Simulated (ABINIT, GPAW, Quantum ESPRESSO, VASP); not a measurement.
**AgBr (Fm-3m, 2 atoms in the cell) computed with different codes at matched settings**

Self-consistent single point, at a second geometry (lattice scaled by 0.98). First geometry:

```
AgBr
1.0
    0.00000     2.88500     2.88500
    2.88500     0.00000     2.88500
    2.88500     2.88500     0.00000
Ag Br
1 1
Direct
  0.00000   0.00000   0.00000
  0.50000   0.50000   0.50000
```

Shared settings, as Quantum ESPRESSO writes them: occupations = smearing; smearing = fermi-dirac; degauss = 0.0036749 Ry; K_POINTS = automatic 10 10 10 0 0 0. Potentials and cutoffs stand in the table.

```tsv
code	model	ΔF from the first geometry (meV/atom)	pressure (GPa)	gap on the mesh (eV)	cutoff
Quantum ESPRESSO	PBE, SSSP 1.1.2 efficiency (PBE) pseudopotentials	27.7	4.91	0.720	60 Ry
GPAW	PBE, GPAW PAW datasets PBE (gpaw-data 1.0.1)	29.4	5.13	0.650	600 eV
VASP	PBE, VASP's PBE PAW potentials (set 64)	–	–	0.655	300 eV
ABINIT	PBE, norm-conserving pseudopotentials (PseudoDojo nc-sr-05 PBE standard)	27.4	4.80	0.669	1116 eV
```

A dash marks a value that a program does not give, or that is left out as unsure.

Gaps are read on the mesh.

The spread over the programs that give each value: ΔF from the first geometry within 2.0 meV/atom; pressure within 0.33 GPa; gap on the mesh within 0.070 eV.

VASP's run is marked for a possible Pulay error in its stress at this cutoff; no cutoff test was made.

The starting cell has typed, rounded lattice constants, without a prior relaxation at this level. For this run, on top of that: lattice scaled by 0.98.

Left out of this page: Ansatz, CP2K, FLEUR and SIESTA (not drawn, or without a comparable value); Elk (failed or unconverged).
